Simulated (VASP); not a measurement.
An input for Ansatz (written as the equivalent of a VASP run, and not itself run):

Ansatz 0.2 input:
```yaml
crystal:
  lattice:
    - [4.6784806, 0.0000000, 0.0000000]
    - [0.0000000, 4.6784806, 0.0000000]
    - [0.0000000, 0.0000000, 9.3189791]
  atoms:
    - { symbol: Mg, position: [0.0000000, 0.0000000, 0.0000000] }
    - { symbol: Mg, position: [0.5000000, 0.5000000, 0.5000000] }
    - { symbol: Sb, position: [0.5000000, 0.5000000, 0.8325706] }
    - { symbol: Sb, position: [0.5000000, 0.5000000, 0.1674294] }
    - { symbol: Sb, position: [0.0000000, 0.0000000, 0.3325706] }
    - { symbol: Sb, position: [0.0000000, 0.0000000, 0.6674294] }
    - { symbol: O, position: [0.6973938, 0.6973938, 0.6711450] }
    - { symbol: O, position: [0.3026062, 0.3026062, 0.3288550] }
    - { symbol: O, position: [0.8026062, 0.1973938, 0.1711450] }
    - { symbol: O, position: [0.1973938, 0.8026062, 0.8288550] }
    - { symbol: O, position: [0.3026062, 0.3026062, 0.6711450] }
    - { symbol: O, position: [0.6973938, 0.6973938, 0.3288550] }
    - { symbol: O, position: [0.1973938, 0.8026062, 0.1711450] }
    - { symbol: O, position: [0.8026062, 0.1973938, 0.8288550] }
    - { symbol: O, position: [0.3092158, 0.3092158, 0.0000000] }
    - { symbol: O, position: [0.6907842, 0.6907842, 0.0000000] }
    - { symbol: O, position: [0.1907842, 0.8092158, 0.5000000] }
    - { symbol: O, position: [0.8092158, 0.1907842, 0.5000000] }
kpoints:
  mp_grid: { grid: [4, 4, 3] }
hamiltonian:
  xc: r2scan
  pseudopotentials: { kind: paw }
scf:
  occupations: { method: gaussian, width: 0.05 }
  max_iter: 100
relax:
  max_steps: 60
  f_tol: 0.02
  cell: {}
output: { forces: true, stress: true, eigenvalues: true }
```

**Question.** Write the VASP files for the same calculation (r2SCAN).

**Answer.** This is not unique; one that fits is 
INCAR:
```
SYSTEM = Mg(SbO3)2
PREC = Accurate; ENCUT = 520; LREAL = Auto
LASPH = .TRUE.
EDIFF = 1E-6; NELM = 100; ALGO = Normal
LMAXMIX = 4; LMIXTAU = .TRUE.
ISMEAR = 0; SIGMA = 0.05
METAGGA = R2SCAN
IBRION = 2; NSW = 60; ISIF = 3
EDIFFG = -0.02
LWAVE = .FALSE.; LCHARG = .FALSE.
```

### POSCAR
```
Mg(SbO3)2
1.0
  4.6784806317   0.0000000000   0.0000000000
  0.0000000000   4.6784806317   0.0000000000
  0.0000000000   0.0000000000   9.3189790951
Mg Sb O
2 4 12
Cart
  0.0000000000   0.0000000000   0.0000000000
  2.3392403159   2.3392403159   4.6594895475
  2.3392403159   2.3392403159   7.7587081899
  2.3392403159   2.3392403159   1.5602709052
  0.0000000000   0.0000000000   3.0992186424
  0.0000000000   0.0000000000   6.2197604527
  3.2627432503   3.2627432503   6.2543862257
  1.4157373814   1.4157373814   3.0645928694
  3.7549776973   0.9235029344   1.5948966782
  0.9235029344   3.7549776973   7.7240824169
  1.4157373814   1.4157373814   6.2543862257
  3.2627432503   3.2627432503   3.0645928694
  0.9235029344   3.7549776973   1.5948966782
  3.7549776973   0.9235029344   7.7240824169
  1.4466603077   1.4466603077   0.0000000000
  3.2318203240   3.2318203240   0.0000000000
  0.8925800082   3.7859006235   4.6594895475
  3.7859006235   0.8925800082   4.6594895475
```

### KPOINTS
```
Automatic
0
G
  4 4 3
```

POTCAR, in this order: Mg Sb O (PBE.64 set). Program: vasp_std.

Limits of the translation: each code has its own PAW files, so the cut-off isn't converted (ENCUT is set for VASP's; basis.ecutwfc is left out, and Ansatz then takes the one that its files recommend); Ansatz stops its SCF on the density residual and VASP on the energy change (EDIFF).

The structure comes from a computed database's MgO6Sb2 entry (P4_2/mnm); how it stands against other phases isn't given here. This run relaxes it. Symmetry was kept, so distortions that lower it aren't found. The start is the result of an earlier pass.
